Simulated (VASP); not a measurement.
The input files of a VASP run:

**POSCAR**
```
Al2Os
1
   -1.5461120000     1.5461120000     4.0682450000
    1.5461120000    -1.5461120000     4.0682450000
    1.5461120000     1.5461120000    -4.0682450000
Al Os
2 1
Direct
  0.3386700000   0.3386700000   0.0000000000
  0.6613300000   0.6613300000   0.0000000000
  0.0000000000   0.0000000000   0.0000000000
```

**KPOINTS**
```
Automatic mesh
0
Gamma
8 8 8
0 0 0
```

INCAR:
```
! general
SYSTEM   =  Al2Os
PREC     =  Accurate
ENCUT    =  300
LREAL    =  F
LASPH    =  T

! electronic loop
EDIFF    =  1E-6
NELM     =  100
ALGO     =  Normal
LMAXMIX  =  6

! smearing
ISMEAR   =  -1
SIGMA    =  0.02

! functional
GGA      =  PS

! ions
ISIF     =  2

! output
LWAVE    =  F
LCHARG   =  F
```

POTCAR, in this order: Al Os (PBE.64 set). Program: vasp_std.

Translate this PBEsol calculation to Quantum ESPRESSO's pw.x.

One equivalent input (not run):
```
&CONTROL
  calculation = 'scf'
  pseudo_dir = './pseudo'
  outdir = './out'
  tprnfor = .true.
  tstress = .true.
/
&SYSTEM
  ibrav = 0
  nat = 3
  ntyp = 2
  ecutwfc = 74
  occupations = 'smearing'
  smearing = 'fermi-dirac'
  degauss = 0.00147
  input_dft = 'pbesol'
/
&ELECTRONS
  conv_thr = 7.3e-08
  electron_maxstep = 100
/
ATOMIC_SPECIES
  Al 26.982 Al.upf
  Os 190.230 Os.upf
CELL_PARAMETERS angstrom
    -1.5461120    1.5461120    4.0682450
     1.5461120   -1.5461120    4.0682450
     1.5461120    1.5461120   -4.0682450
ATOMIC_POSITIONS crystal
  Al   0.3386700  0.3386700  0.0000000
  Al   0.6613300  0.6613300  0.0000000
  Os   0.0000000  0.0000000  0.0000000
K_POINTS automatic
  8 8 8 0 0 0
```
What does not carry over: the potentials are each code's own (VASP's PAW set, PseudoDojo norm-conserving files in pw.x), so ENCUT and ecutwfc are chosen apart and not converted; conv_thr bounds pw.x's estimated SCF error, while EDIFF bounds the energy change between steps.

The structure comes from a computed database's Al2Os entry; how it stands against other phases isn't given here. The cell was not relaxed at this level, and its volume differs by -5.9 % from the start's.
